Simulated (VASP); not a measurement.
A convergence study with VASP on MgO (rock salt): one setting is varied, all else stays as given below, so the limit is that of these other settings. Each run relaxes cell and ions from the cell shown.

```
MgO
1.0
    0.00000     2.10500     2.10500
    2.10500     0.00000     2.10500
    2.10500     2.10500     0.00000
Mg O
1 1
Direct
  0.00000   0.00000   0.00000
  0.50000   0.50000   0.50000
```

Computed with PBEsol GGA, VASP's PBE PAW potentials (set 64) (plane waves; VASP). The tightest run used: 700 eV cut-off, 15×15×15 Γ-centred mesh, Gaussian smearing of 0.050 eV, potentials Mg O.

Gaps are read on the run's mesh, which can miss a band edge.

**Question.** The settings run are 2×2×2 mesh; 3×3×3 mesh; 4×4×4 mesh; 5×5×5 mesh; 6×6×6 mesh; 7×7×7 mesh; 8×8×8 mesh; 10×10×10 mesh; 11×11×11 mesh; 12×12×12 mesh; 13×13×13 mesh; 14×14×14 mesh; 15×15×15 mesh. From which on does the relaxed volume stay within 0.02 Å³/atom of the tightest run?

**Answer.** From 4×4×4 mesh on: it is off by 0.002 there and by no more than 0.02 in any finer run, while 3×3×3 mesh is off by 0.031.
```
setting        relaxed volume (Å³/atom)  E (eV/atom)  gap on the mesh (eV)  irreducible k-points  difference judged (Å³/atom)
-------------  ------------------------  -----------  --------------------  --------------------  ---------------------------
2×2×2 mesh                        9.588      -5.8112                 4.104                     3                        0.277
3×3×3 mesh                        9.342      -6.2110                 4.587                     4                        0.031
4×4×4 mesh                        9.313      -6.2524                 4.657                     8                        0.002
5×5×5 mesh                        9.311      -6.2581                 4.666                    10                        0.000
6×6×6 mesh                        9.311      -6.2590                 4.668                    16                        0.000
7×7×7 mesh                        9.311      -6.2591                 4.668                    20                        0.000
8×8×8 mesh                        9.311      -6.2592                 4.668                    29                        0.000
10×10×10 mesh                     9.311      -6.2592                 4.668                    47                        0.000
11×11×11 mesh                     9.311      -6.2592                 4.668                    56                        0.000
12×12×12 mesh                     9.311      -6.2592                 4.668                    72                        0.000
13×13×13 mesh                     9.311      -6.2592                 4.668                    84                        0.000
14×14×14 mesh                     9.311      -6.2592                 4.668                   104                        0.000
15×15×15 mesh                     9.311      -6.2592                 4.668                   120                        0.000
```

Left out are rungs that failed or repeat a setting and relaxations that didn't move; long series are thinned to 24 rows.

The compound is MgO in the rock salt structure.
